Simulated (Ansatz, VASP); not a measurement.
**Cross-check of CaC2 between VASP and Ansatz**

Aim: how closely do two programs agree when they are given the same cell, functional and k mesh? The cell is taken from a series of runs on this material, whose earlier steps may have relaxed, scaled, displaced or heated it; both programs get it as it stands.

Main program and level: Ansatz 0.2.0; plane waves, with VASP 6.6.1 beside it; relaxation of cell and atoms at PBEsol.

**1. Starting point**

Symmetry: I4/mmm, No. 139, tetragonal system. The conventional cell has a = 3.822 Å, b = 3.822 Å, c = 6.338 Å, α = 90.00°, β = 90.00°, γ = 90.00°. Ca has 10 C at 2.54 to 2.77 Å nearest. Nearest to C lie 1 C at 1.26 Å and 5 Ca at 2.54 to 2.77 Å. Farther neighbours are not listed.

Structure file:

```cif
data_structure
_symmetry_space_group_name_H-M 'I4/mmm'
_symmetry_Int_Tables_number 139
_cell_length_a 3.8215
_cell_length_b 3.8215
_cell_length_c 6.3381
_cell_angle_alpha 90.000
_cell_angle_beta 90.000
_cell_angle_gamma 90.000
_cell_volume 92.56
loop_
_atom_site_label
_atom_site_type_symbol
_atom_site_symmetry_multiplicity
_atom_site_Wyckoff_symbol
_atom_site_fract_x
_atom_site_fract_y
_atom_site_fract_z
_atom_site_occupancy
Ca1 Ca 2 a 0.00000 0.00000 0.00000 1
C1 C 4 e 0.50000 0.50000 0.09953 1
```

**2. VASP: relaxation of cell and atoms, PBEsol, pair 1**

The relaxed volume is the usual yardstick between codes: in a stiff, nearly cubic crystal its relative difference is about their pressure difference at one cell divided by the bulk modulus.

Lines of VASP's logs that name or quote its potential files are left out, and so is its time.

Input file INCAR:

```
SYSTEM = CaC2
PREC = Accurate
ENCUT = 600
EDIFF = 1E-07
NELM = 120
ISMEAR = 0
SIGMA = 0.02
LREAL = .FALSE.
ALGO = Normal
GGA = PS
NBANDS = 15
LORBIT = 11
LWAVE = .FALSE.
LCHARG = .FALSE.
ISIF = 3
IBRION = 2
NSW = 80
EDIFFG = -0.005
LASPH = .TRUE.
GGA_COMPAT = .FALSE.
NELMIN = 4
EFERMI = MIDGAP
```

Input file POSCAR:

```
CaC2
1.0
   -1.9107510000      1.9107510000      3.1690460000
    1.9107510000     -1.9107510000      3.1690460000
    1.9107510000      1.9107510000     -3.1690460000
Ca C
1 2
Direct
    0.0000000000      0.0000000000      0.0000000000
    0.5995266399      0.5995266399      0.0000000000
    0.4004735179      0.4004735179      0.0000000000
```

Input file KPOINTS:

```
Automatic mesh
0
Gamma
10 10 10
0 0 0
```

The projector-augmented-wave data sets are Ca_sv and C (PBE family, release 64).

On the command line:

```sh
$ mpirun -np 1 vasp_std
```

Numbers of over 12 decimals in the logs are rounded to 6 here.

What it wrote:

```text
[banner, memory and clock lines left out]
running    1 mpi-ranks, on    1 nodes
 distrk:  each k-point on    1 cores,    1 groups
 distr:  one band on    1 cores,    1 groups

 POSCAR found type information on POSCAR CaC
 POSCAR found :  2 types and       3 ions
|                                                                             |
|               ----> ADVICE to this user running VASP <----                  |
|                                                                             |
|     You enforced a specific xc type in the INCAR file but a different       |
|     [... a line on the potential file left out ...]
|     I HOPE YOU KNOW WHAT YOU ARE DOING!                                     |
|                                                                             |

 LDA part: xc-table for (Slater+PW92), standard interpolation
 POSCAR, INCAR and KPOINTS ok, starting setup
 FFT: planning ... GRIDC
 FFT: planning ... GRID_SOFT
 FFT: planning ... GRID
 WAVECAR not read
 entering main loop
       N       E                     dE             d eps       ncg     rms          rms(c)
DAV:   1     0.125134499868E+03    0.12513E+03   -0.96849E+03  3060   0.127E+03
DAV:   2    -0.168677637609E+02   -0.14200E+03   -0.13705E+03  3725   0.296E+02
DAV:   3    -0.232694208162E+02   -0.64017E+01   -0.63744E+01  4225   0.614E+01
DAV:   4    -0.235582272534E+02   -0.28881E+00   -0.28871E+00  4997   0.109E+01
DAV:   5    -0.235599671510E+02   -0.17399E-02   -0.17398E-02  4167   0.883E-01    0.871E+00
DAV:   6    -0.213796344958E+02    0.21803E+01   -0.46991E+00  3599   0.121E+01    0.423E+00
DAV:   7    -0.211907575048E+02    0.18888E+00   -0.13319E+00  4558   0.624E+00    0.168E+00
DAV:   8    -0.211916308033E+02   -0.87330E-03   -0.20448E-01  3760   0.300E+00    0.429E-01
DAV:   9    -0.211851680898E+02    0.64627E-02   -0.31488E-02  3806   0.111E+00    0.122E-01
DAV:  10    -0.211856347453E+02   -0.46666E-03   -0.33429E-03  4768   0.372E-01    0.684E-02
DAV:  11    -0.211857117758E+02   -0.77030E-04   -0.11757E-04  4251   0.782E-02    0.511E-02
DAV:  12    -0.211856494457E+02    0.62330E-04   -0.26437E-04  3872   0.115E-01    0.646E-03
DAV:  13    -0.211856514042E+02   -0.19585E-05   -0.19524E-05  4265   0.319E-02    0.499E-03
DAV:  14    -0.211856511345E+02    0.26973E-06   -0.58579E-07  4203   0.615E-03    0.322E-03
DAV:  15    -0.211856507420E+02    0.39246E-06   -0.32032E-07  3634   0.428E-03    0.570E-04
DAV:  16    -0.211856507164E+02    0.25581E-07   -0.40163E-08  2013   0.134E-03
   1 F= -.21185651E+02 E0= -.21185651E+02  d E =-.211857E+02
[...]
2 F= -.21185654E+02 E0= -.21185654E+02  d E =-.322627E-05
[...]
3 F= -.21185676E+02 E0= -.21185676E+02  d E =-.257616E-04
[...]
4 F= -.21185696E+02 E0= -.21185696E+02  d E =-.195896E-04
 trial-energy change:   -0.000020  1 .order   -0.000020   -0.000031   -0.000008
 step:   0.2235(harm=  0.2235)  dis= 0.00012  next Energy=   -21.185698 (dE=-0.213E-04)
 bond charge predicted
       N       E                     dE             d eps       ncg     rms          rms(c)
DAV:   1    -0.211857034607E+02   -0.74007E-05   -0.22256E-04  3284   0.143E-01    0.143E-02
DAV:   2    -0.211856993464E+02    0.41143E-05   -0.12406E-05  3760   0.344E-02    0.780E-03
DAV:   3    -0.211856980039E+02    0.13425E-05   -0.86046E-06  4943   0.232E-02    0.250E-03
DAV:   4    -0.211856978282E+02    0.17576E-06   -0.29878E-07  3954   0.595E-03    0.125E-03
DAV:   5    -0.211856975165E+02    0.31165E-06   -0.61141E-08  3441   0.247E-03    0.124E-04
DAV:   6    -0.211856975257E+02   -0.91475E-08   -0.13188E-08  1628   0.970E-04
   5 F= -.21185698E+02 E0= -.21185698E+02  d E =-.210476E-04
 curvature:  -0.33 expect dE=-0.998E-07 dE for cont linesearch -0.238E-09
 trial: gam= 0.00463 g(F)=  0.787E-08 g(S)=  0.298E-06 ort =-0.637E-06 (trialstep = 0.175E+00)
 search vector abs. value=  0.312E-06
 reached required accuracy - stopping structural energy minimisation
```

OUTCAR, selected parts (step 2):

```text
ion  position               nearest neighbor table
   1  0.000  0.000  0.000-   2 2.54   3 2.54
   2  0.600  0.600  0.000-   3 1.26   1 2.54
   3  0.400  0.400  0.000-   2 1.26   1 2.54

  LATTYP: Found a body centered tetragonal cell.
 ALAT       =     3.8215020000
 C/A-ratio  =     1.6585342622

 Subroutine GETGRP returns: Found 16 space group operations
 (whereof 16 operations were pure point group operations)

The static configuration has the point symmetry D_4h.

 Found    102 irreducible k-points:

   k-points           NKPTS =    102   k-points in BZ     NKDIM =    102   number of bands    NBANDS=     15

   dimension x,y,z NGX =    36 NGY =   36 NGZ =   36
   dimension x,y,z NGXF=    72 NGYF=   72 NGZF=   72

   ENCUT  =  600.0 eV  44.10 Ry    6.64 a.u.   8.32  8.32  8.32*2*pi/ulx,y,z

   NELECT =      18.0000    total number of electrons

 k-points in reciprocal lattice and weights: Automatic mesh
   0.00000000  0.00000000  0.00000000       0.001
   0.10000000  0.00000000 -0.00000000       0.008
   0.20000000  0.00000000 -0.00000000       0.008
   0.30000000 -0.00000000  0.00000000       0.008
   0.40000000 -0.00000000  0.00000000       0.008
   0.50000000 -0.00000000  0.00000000       0.004
   0.10000000  0.10000000 -0.00000000       0.008
   0.20000000  0.10000000  0.00000000       0.016
   0.30000000  0.10000000  0.00000000       0.016
[...]
-0.40000000 -0.40000000  0.40000000       0.002
   0.50000000  0.50000000  0.50000000       0.001

 average (electrostatic) potential at core
       1 -45.8253       2 -51.0299       3 -51.0299

 E-fermi :   2.1186

 k-point     1 :       0.0000    0.0000    0.0000
  band No.  band energies     occupation
    ...
      5     -11.3313      2.00000
      6      -1.2106      2.00000
      7      -0.6297      2.00000
      8       0.6401      2.00000
      9       0.6401      2.00000
     10       4.6710      0.00000
     11       4.6710      0.00000
     12       5.9246      0.00000
     13       6.8707      0.00000
     14       7.5811      0.00000
    ...

 k-point     2 :       0.1000    0.0000   -0.0000
  band No.  band energies     occupation
    ...
      5     -11.2830      2.00000
      6      -1.5019      2.00000
      7      -0.4170      2.00000
      8       0.5261      2.00000
      9       0.5329      2.00000
     10       4.7494      0.00000
     11       4.8257      0.00000
     12       6.0641      0.00000
     13       7.1062      0.00000
     14       7.7763      0.00000
    ...

 k-point     3 :       0.2000    0.0000   -0.0000
  band No.  band energies     occupation
    ...
      5     -11.1556      2.00000
      6      -1.9673      2.00000
      7      -0.2939      2.00000
      8       0.2775      2.00000
      9       0.4022      2.00000
     10       5.0049      0.00000
     11       5.2584      0.00000
     12       6.4587      0.00000
     13       7.7155      0.00000
     14       8.2975      0.00000
    ...

  Total        0.0026521      0.0026521     -0.0021181      0.0000000      0.0000000      0.0000000
  in kB        0.0916471      0.0916471     -0.0731931      0.0000000      0.0000000      0.0000000
  external PRESSURE =       0.0367004 kB  Pullay stress =       0.0000000 kB

  energy-cutoff  :      600.00
  volume of cell :       46.36
      direct lattice vectors                 reciprocal lattice vectors
    -1.911563497  1.911563497  3.172078810     0.000000000  0.261565991  0.157625340
     1.911563497 -1.911563497  3.172078810     0.261565991  0.000000000  0.157625340
     1.911563497  1.911563497 -3.172078810     0.261565991  0.261565991  0.000000000

 POSITION                                       TOTAL-FORCE (eV/Angst)
 -----------------------------------------------------------------------------------
      0.00000      0.00000      0.00000         0.000000      0.000000      0.000000
      0.00000      0.00000      3.80281         0.000000      0.000000      0.000286
      0.00000      0.00000      2.54135        -0.000000     -0.000000     -0.000286
 -----------------------------------------------------------------------------------
    total drift:                               -0.000000     -0.000000     -0.000170

  FREE ENERGIE OF THE ION-ELECTRON SYSTEM (eV)
  ---------------------------------------------------
  free  energy   TOTEN  =       -21.1856975257 eV

  energy  without entropy=      -21.1856975257  energy(sigma->0) =      -21.18569753

 reached required accuracy - stopping structural energy minimisation

 total charge
# of ion       s       p       d       tot
------------------------------------------
    1        2.031   5.865   0.224   8.120
    2        0.929   1.584   0.000   2.513
    3        0.929   1.584   0.000   2.513
--------------------------------------------------
tot          3.889   9.033   0.224  13.145

[... 3 further parts left out ...]
```

CONTCAR:

```
CaC2
   1.00000000000000
    -1.9115634969207258    1.9115634969207258    3.1720788102676298
     1.9115634969207258   -1.9115634969207258    3.1720788102676298
     1.9115634969207258    1.9115634969207258   -3.1720788102676298
  Ca              C
     1     2
Direct
     0.0000000000000000    0.0000000000000000    0.0000000000000000
     0.5994196042278755    0.5994196042278755    0.0000000000000000
     0.4005805535721199    0.4005805535721199    0.0000000000000000
```

The run keeps the 16 symmetry operations of its start, so it cannot find a distortion of lower symmetry.

**3. Ansatz: relaxation of cell and atoms, PBEsol, pair 1**

Ansatz runs on norm-conserving files, of PseudoDojo where its log says so.

The same cell, functional, mesh and smearing now go to Ansatz, which takes its cutoff from its data sets.

Input file input.yaml:

```yaml
crystal:
  lattice:
    - [-1.9107512922, 1.9107512922, 3.1690463743]
    - [1.9107512922, -1.9107512922, 3.1690463743]
    - [1.9107512922, 1.9107512922, -3.1690463743]
  atoms:
    - { symbol: Ca, position: [0.0, 0.0, 0.0] }
    - { symbol: C, position: [0.5995265312, 0.5995265312, 0.0] }
    - { symbol: C, position: [0.4004734688, 0.4004734688, 0.0] }
kpoints:
  mp_grid: { grid: [10, 10, 10] }
hamiltonian:
  xc: pbesol
  pseudopotentials: { kind: nc, accuracy: standard }
scf:
  occupations: { method: gaussian, width: 0.02 }
output:
  forces: true
  stress: true
  eigenvalues: true
relax:
  adjacent_minimum: "off"
  f_tol: 0.005
  max_steps: 80
  cell: { stress_tol: 0.05 }
```

On the command line:

```sh
$ ansatz run input.yaml --threads 4 --pin off --max-ram 7168MiB --backend cpu --events-out ev --progress --plain --runs-dir out
```

What it wrote:

```text
Engine: ansatz 0.2.0, aarch64-unknown-linux-gnu
Pseudopotentials: kind: nc
Pseudopotential: Ca, nc, valence charge 10, recommended cutoff 925.187132 eV (normal), Ca.nc.azcp (PseudoDojo's, or run here from an input of PseudoDojo's; its table is named by hamiltonian.pseudopotentials.accuracy)
Pseudopotential: C, nc, valence charge 4, recommended cutoff 1115.666836 eV (normal), C.nc.azcp (PseudoDojo's, or run here from an input of PseudoDojo's; its table is named by hamiltonian.pseudopotentials.accuracy)
Functional definition: PBEsol
  exchange = pbesol_x
  correlation = pbesol_c
Crystal: 3 atoms, lattice volume = 46.280 Å³
Basis set: ecut = 1115.666836 eV, 3921 PW (Γ), exchange–correlation on 96×96×96 points (8 copies of the dense FFT grid, shifted against one another)
Bands: 13, of which v1, the nominal top of the filled ones, is band 9 counted from 1 (8 counted from 0)
Symmetry: 16 space group operations
Space group: I4/mmm (ITA 139), of the structure as read, at distance tolerance 3.6e-5 Å
k-points: 102 of 1000
Non-local potential: Ca, projectors of the file, l = 0: 2, l = 1: 2, l = 2: 2
Non-local potential: C, projectors of the file, l = 0: 2, l = 1: 2
Initial density: superposition of atomic densities (chi_scale 0.1, normalization cell, long waves kept (reshape's long-wave potential 0.00 eV rms))
Initial wavefunctions: pseudopotential atomic-orbital guess
Functional: x = pbesol(κ = 0.804, μ = 0.123457), c = pbesol(β = 0.046)
SCF iter   1: F=—  HF=-1379.232737 eV  |F-HF|=—  |Δ(HF+E_count)|=         —  Δρ=8.70e-2  dr2=2.89e0  ethr=3.10e-3  ⟨swp⟩=7.8  Hψ=11200  notcnv=0
preconditioner: auto → none  [insulator: Δε(μ)=2.014 eV  Ē_g=15.938 eV  σ=0.020 eV  W_gap=1.00  n_scr=14 (ndim 8)  ℏωp=21.8 eV  f_vac=0.000  D(μ)=0.00/eV (n_scr^D=0)  ε∞_Penn≈2.9]
SCF iter   2: F=—  HF=-1378.200419 eV  |F-HF|=—  |Δ(HF+E_count)|=    1.03e0  Δρ=3.12e-2  dr2=2.66e-1  ethr=3.10e-3  ⟨swp⟩=4.0  Hψ=4162  notcnv=0
SCF iter   3: F=—  HF=-1378.120050 eV  |F-HF|=—  |Δ(HF+E_count)|=   8.04e-2  Δρ=1.25e-2  dr2=3.95e-2  ethr=1.48e-3  ⟨swp⟩=4.2  Hψ=3383  notcnv=0
SCF iter   4: F=—  HF=-1378.111537 eV  |F-HF|=—  |Δ(HF+E_count)|=   8.51e-3  Δρ=2.42e-3  dr2=9.60e-4  ethr=2.19e-4  ⟨swp⟩=2.2  Hψ=2319  notcnv=0
SCF iter   5: F=—  HF=-1378.111839 eV  |F-HF|=—  |Δ(HF+E_count)|=   3.02e-4  Δρ=3.59e-4  dr2=2.75e-5  ethr=5.33e-6  ⟨swp⟩=2.5  Hψ=2433  notcnv=0
SCF iter   6: F=—  HF=-1378.111914 eV  |F-HF|=—  |Δ(HF+E_count)|=   7.54e-5  Δρ=4.67e-5  dr2=9.15e-7  ethr=1.53e-7  ⟨swp⟩=2.5  Hψ=2039  notcnv=0
SCF iter   7: F=-1378.111914 eV  HF=-1378.111914 eV  |F-HF|=2.39e-9  |Δ(HF+E_count)|=   2.55e-7  Δρ=4.64e-6  dr2=6.89e-9  ethr=5.56e-10  ⟨swp⟩=9.3  Hψ=8636  notcnv=0
SCF 1 converged in 7 iterations: F = -1378.111914 eV  dr2 = 6.89e-9
relax step   1: F+E_penalty+E_count = -1378.11191390 eV  Δ(F+E_penalty+E_count) = +0.000e0 eV  max|allowed force component| = 1.156e-2 eV/Å  Δτ_max = 0.0000 Å  P = -0.005 GPa  Ω = 46.280 Å³  (7 SCF iters, dr2 threshold 1.00e-7 eV, accepted)
[...]
relax step   2: F+E_penalty+E_count = -1378.11192537 eV  Δ(F+E_penalty+E_count) = -1.148e-5 eV  max|allowed force component| = 3.379e-4 eV/Å  Δτ_max = 0.0001 Å  P = +0.016 GPa  Ω = 46.252 Å³  energy of the carried Pulay correction = +1.005e-5 eV  (3 SCF iters, dr2 threshold 8.35e-9 eV, accepted)
[...]
relax step   3: F+E_penalty+E_count = -1378.11191681 eV  Δ(F+E_penalty+E_count) = +8.560e-6 eV  max|allowed force component| = 4.678e-4 eV/Å  Δτ_max = 0.0000 Å  P = +0.016 GPa  Ω = 46.252 Å³  stress off target by 3.08e-2 GPa  SCF on the basis re-selected at this cell (its energy is not comparable with the rows above)  (5 SCF iters)
basis re-selected at this cell: Δ(F+E_penalty+E_count) = +8.560e-6 eV, ΔP = -0.000 GPa vs the last step (what re-selecting the basis moved, of the pressure what is left beyond the Pulay correction that the steps carried, after the strain that the cell walked since its last selection, with what the two solves' SCF thresholds leave and, on support functions, any second-order correction that the steps lacked; it is no m [...]
SCF converged after 5 iterations
Free energy (F): -1378.111917 eV
Harris-Foulkes:  -1378.111917 eV  (|F-HF|=1.82e-12)
Internal energy: -1378.111917 eV  (E = F + TS)
E sigma→0 (E₀):  -1378.111917 eV
Fermi energy:    5.794767 eV
--- Per-component energies (eV) ---
  E_band       = -143.973763
  E_kinetic    = 576.622301
  E_local      = -1042.662536  (includes V_loc(G=0)·N_el)
  E_nonlocal   = 77.015672
  E_hartree    = 278.774149
  E_xc         = -311.004829
  E_vxc        = -312.497451  (∫ρ·V_xc dr)
  E_ewald      = -956.856673
  E_smearing   = -0.000000  (= −TS)
  E_closure    = 0.000000  (closes the sum)
  Σ components = -1378.111917   (vs F -1378.111917, Δ=0.00e0)
--- Forces (eV/Å), atoms counted from 1 ---
  atom   1  Ca     0.00000000     0.00000000    -0.00000000
  atom   2  C      0.00000000    -0.00000000     0.00046783
  atom   3  C      0.00000000     0.00000000    -0.00046783
  max |Σ_I F_I| component: 2.78e-17 eV/Å
--- Stress (GPa, compression-positive) ---
        0.008705       0.000000       0.000000
        0.000000       0.008705       0.000000
        0.000000       0.000000       0.030766
  P = ⅓ Tr σ = 0.0161 GPa (0.161 kbar)
--- Band table (eV; the first three rows and the last of 102) ---
  k-point 0: bands = [... 5 lower, 2.4654, 3.0407, 4.3075, 4.3075, 8.3398, 8.3398, 9.6047, 10.5558]
  k-point 1: bands = [... 5 lower, 2.4145, 2.9059, 4.1029, 4.2059, 8.0657, 8.7657, 9.9509, 10.8428]
  k-point 2: bands = [... 5 lower, 2.2435, 2.6266, 3.9213, 3.9953, 7.4636, 9.8743, 10.8147, 11.2015]
  k-point 101: bands = [... 5 lower, 0.6281, 3.6385, 3.6385, 5.2674, 8.4167, 11.3415, 11.6981, 12.0345]
--- Relaxed structure (2 steps of the walk, 2 accepted, 1 SCFs on fresh bases) ---
  F+E_penalty+E_count = -1378.11191681 eV   max|allowed force component| = 4.678e-4 eV/Å   (the final SCF, on the basis selected at the relaxed cell)
  cell:  # Å, volume = 46.2524 Å³
    - [-1.910271, 1.910271, 3.168722]
    - [1.910271, -1.910271, 3.168722]
    - [1.910271, 1.910271, -3.168722]
  atoms:
    - { symbol: Ca, position: [0, 0, 0] }
    - { symbol: C, position: [0.599547, 0.599547, 0] }
    - { symbol: C, position: [0.400453, 0.400453, 0] }
```

Reading the cycles: dr2 is the Hartree energy of the density residual (eV), the measure of convergence; HF is the Harris–Foulkes estimate of the energy, which meets the free energy F at convergence.

**4. Comparison**

Known differences besides the potentials themselves: the cutoff is 1115.67 eV in Ansatz and 600 eV in VASP; Ansatz adds a Pulay correction to the stress that steers its cell, VASP none. Total energies have different zeros and are not compared.

The two programs side by side:

```csv
quantity,Ansatz,VASP,difference
volume (Å³),46.25,46.36,-0.24 %
"edge a after relaxation, in the typed setting (Å)",4.164,4.168,-0.09 %
```

(Continued in part 2 of 2.)

[Lines on the potential files, build, host, timing and source positions are cut from VASP's logs without a mark.]

[Logs are printed without paths, hosts, clocks, repeated set-up lines and the standing remarks that a program may print on its own settings, such as how far it seeks lower states.]

[Hosts, paths, dates, database ids (printed as entryN), source tags and the programs' standing remarks are cut or masked in the printed files.]
